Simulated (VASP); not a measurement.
Wanted: the native input for a VASP 6.6.1 run.

| Quantity | Value |
| --- | --- |
| Task | single point |
| Functional | HSE06 |
| Potentials or basis | VASP PAW PBE potentials, release 64 (N, B, Sb) |
| Cutoff | 520 eV |
| k mesh | 4 × 4 × 4 |
| Occupations | fermi-dirac, width 0.02 eV |
| Spin | no spin polarisation |
| Dipole correction | no |
| Exchange at q = 0 | truncated |
| Grid for exact exchange (PRECFOCK) | Normal |
| Screening parameter | 0.2079 1/A |
| Further INCAR settings | ALGO = Normal; EDIFF = 1e-06; NBANDS = 16 |

B2SbN:

```
N B Sb
1.0
     3.15631    0.00000    0.00000
     0.00000    3.15631    0.00000
     0.00000    0.00000    4.60164
N B Sb
1 2 1
Direct
  0.00000 0.00000 0.00000
  0.00000 0.50000 0.82266
  0.50000 0.00000 0.17734
  0.50000 0.50000 0.50000
```

The cell was built by a generator and needn't be a form met in nature.

These files were run (other wordings do the same):

POSCAR

```
B2SbN
1.0
    3.1563140651      0.0000000000      0.0000000000
    0.0000000000      3.1563140651      0.0000000000
    0.0000000000      0.0000000000      4.6016431928
N B Sb
1 2 1
Direct
    0.0000000000      0.0000000000      0.0000000000
    0.0000000000      0.5000000000      0.8226586167
    0.5000000000      0.0000000000      0.1773413833
    0.5000000000      0.5000000000      0.5000000000
```

INCAR.step1

```
SYSTEM = B2SbN
PREC = Accurate
ENCUT = 520
EDIFF = 1E-5
ISMEAR = -1
SIGMA = 0.02
LREAL = .FALSE.
LASPH = .TRUE.
NELM = 100
ALGO = Normal
ISIF = 2
LWAVE = .TRUE.
LCHARG = .FALSE.
NBANDS = 16
GGA = PE
```

INCAR.step2

```
SYSTEM = B2SbN
PREC = Accurate
ENCUT = 520
EDIFF = 1E-6
ISMEAR = -1
SIGMA = 0.02
LREAL = .FALSE.
LASPH = .TRUE.
NELM = 100
ALGO = Normal
ISIF = 2
LWAVE = .FALSE.
LCHARG = .FALSE.
GGA = PE
LHFCALC = .TRUE.
HFSCREEN = 0.2079
PRECFOCK = Normal
NBANDS = 16
ISTART = 1
```

KPOINTS

```
Automatic mesh
0
G
  4 4 4
  0 0 0
```

Potentials or basis: VASP PAW PBE potentials, release 64 (N, B, Sb).

Launch:

```bash
$ cat potpaw_PBE.64/N/POTCAR potpaw_PBE.64/B/POTCAR potpaw_PBE.64/Sb/POTCAR > POTCAR
$ cp INCAR.step1 INCAR
$ mpirun -np 1 vasp_std > vasp.out
$ cp INCAR.step2 INCAR
$ mpirun -np 1 vasp_std > vasp.out
```

It gave:

| Item | Value |
| --- | --- |
| Pressure | -3.0 GPa |
| Largest force | 0.100 eV/Å |
| Band gap on the k mesh | none (metal or under the smearing width) |

Caveat: the k mesh is coarse (spacing up to 0.50 Å⁻¹), so the values aren't converged, least of all with exact exchange; the PAW data sets were made with another functional, which shifts forces and pressure a little.

Run time: 4.3 min on 1 thread of Intel(R) Xeon(R) 6975P-C (Granite Rapids), on a shared host, peak memory 0.28 GiB.
